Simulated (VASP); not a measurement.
GaN (wurtzite), at 0.96 of the tabulated volume:

```
GaN
1.0
    1.57344    -2.72528     0.00000
    1.57344     2.72528     0.00000
    0.00000     0.00000     5.11986
Ga N
2 2
Direct
  0.66667   0.33333   0.50000
  0.33333   0.66667   0.00000
  0.66667   0.33333   0.87700
  0.33333   0.66667   0.37700
```

The lowest empty band near Γ, direction in plane, from PBE with spin-orbit coupling in VASP (PAW); its two spin partners are averaged. The gap over the points computed is 2.18 eV, and the next band on that side lies 2.32 eV away at the edge.

Run with 520 eV cut-off, 9×9×5 Γ-centred mesh, Gaussian smearing of 0.050 eV, potentials Ga_d N.

```
distance from the edge in k (1/Å)  distance in energy (meV)
---------------------------------  ------------------------
0.018                                                   6.3
0.025                                                  12.1
0.035                                                  23.6
0.050                                                  47.7
0.070                                                  91.3
```

Question: Fit E(1 + αE) = ħ²k²/2m* (ħ²/2m0 = 3.810 eV Å²) and predict the row at 0.095 1/Å.

Answer: Least squares on the energies gives the electron mass m* = 0.195 m0 and α = 0.53 per eV, and so 162.3 meV. The run gave 162.2 meV, -0.1 meV from the fit.

Left out are points under 3 meV from the edge, since the levels carry 0.1 meV, and points farther than half the way to the next band.

The compound is GaN in the wurtzite structure. The cell was not relaxed at this level.
